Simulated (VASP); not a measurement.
Input:

```xyz
2
Lattice="0.0000 2.2661 2.2661 2.2661 0.0000 2.2661 2.2661 2.2661 0.0000" Properties=species:S:1:pos:R:3 pbc="T T T"
B      0.0000     0.0000     0.0000
P      1.1330     1.1330     1.1330
```

Level of theory: PBE GGA, VASP's PBE PAW potentials (set 64) (plane waves; VASP 6.6.1). Settings: PREC = Normal, 500 eV cut-off, 6×6×6 Γ-centred mesh, Gaussian smearing of 0.010 eV, potentials B_GW P_GW.

Problem. Estimate the energy per atom (σ→0), pressure, band gap (on the k-mesh) with the smallest direct gap where there is one.

Solution. 
| Quantity | Value |
|---|---|
| band gap (on the k-mesh) | 1.33 eV |
| smallest direct gap (on the k-mesh) | 3.41 eV |
| energy per atom (σ→0) | -6.450 eV/atom |
| pressure | 1.92 GPa |

The structure comes from a computed database's BP entry (F-43m); how it stands against other phases isn't given here. The cell was not relaxed at this level.
